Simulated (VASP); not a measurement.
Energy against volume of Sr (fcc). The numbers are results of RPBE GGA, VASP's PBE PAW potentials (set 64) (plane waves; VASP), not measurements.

```csv
V (Å³/atom),E (eV/atom)
54.571,-1.45161
56.313,-1.45778
58.054,-1.46027
59.796,-1.45947
61.537,-1.45566
```

Problem. Fit a third-order Birch-Murnaghan equation of state.

Solution. 
```yaml
volume_per_atom: 58.47 Å^3/atom
bulk_modulus: 10.0 GPa
pressure_derivative_of_the_bulk_modulus: 2.41
lattice_constant_a: 6.161 Å
```

Measured: bulk modulus 12.5 GPa at 0 K (computed value off by -20.2 %), as given by H. Levämäki et al., Physical Review B (2014), arXiv:1402.3671 [corrected for temperature and zero-point phonon effects]; a 6.045 Å at 0 K (computed value off by +1.9 %), as given by Gábor I. Csonka et al., Physical Review B (2009), arXiv:0903.4037 [low-temperature or extrapolated to 0 K; zero-point anharmonic expansion removed].

The compound is Sr in the fcc structure. It was relaxed first.
